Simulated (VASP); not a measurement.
Here is the system:

```yaml
crystal:
  lattice:
    - [0.00000, 3.02079, 3.02079]
    - [3.02079, 0.00000, 3.02079]
    - [3.02079, 3.02079, 0.00000]
  atoms:
    - { symbol: Sr, position: [0.00000, 0.00000, 0.00000] }
```

These are MS2 meta-GGA, VASP's PBE PAW potentials (set 64) (plane waves; VASP) values and carry that method's errors. Settings: 520 eV cut-off, 12×12×12 Γ-centred mesh, tetrahedra with Blöchl corrections, potentials Sr_sv.

Problem. Give the energies of bands 5 to 8 at the high-symmetry points, in eV from the Fermi level.

Solution. 
| band | Γ | X | U | L | W |
|---|---|---|---|---|---|
| 5 | -3.62 | -0.61 | -0.09 | -0.85 | 0.05 |
| 6 | 2.71 | 0.60 | 0.48 | -0.04 | 0.84 |
| 7 | 2.71 | 1.19 | 1.01 | 2.59 | 0.84 |
| 8 | 2.71 | 5.40 | 3.87 | 2.59 | 2.72 |

It has no gap at this level: it comes out as a metal or semimetal.

The compound is Sr in the fcc structure. It was relaxed first.
